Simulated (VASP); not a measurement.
Consider the following.

```xyz
3
Lattice="0.0000 2.5430 2.5430 2.5430 0.0000 2.5430 2.5430 2.5430 0.0000" Properties=species:S:1:pos:R:3 pbc="T T T"
Zr     0.0000     0.0000     0.0000
O      1.2715     1.2715     1.2715
O      3.8145     3.8145     3.8145
```

Method: SCAN meta-GGA, VASP's PBE PAW potentials (set 64) (plane waves; VASP 6.6.1). Settings: 520 eV cut-off, 8×8×8 Γ-centred mesh, Gaussian smearing of 0.050 eV, potentials Zr_sv O.

### Question
The job: ZrO$_{2}$ (fluorite), 3 atoms, SCAN, static run, 520 eV, 8×8×8 Γ-centred mesh. Roughly how much core time does it take on a busy server core?

### Answer
About 50 core-seconds (one run on a shared machine, a rough figure). It had 29 irreducible k-points, 16 bands, up to 905 plane waves and 23 electronic steps.

The compound is ZrO2 in the fluorite structure, the high-temperature cubic form, which is unstable at 0 K; the monoclinic form is the stable one. It was relaxed first.
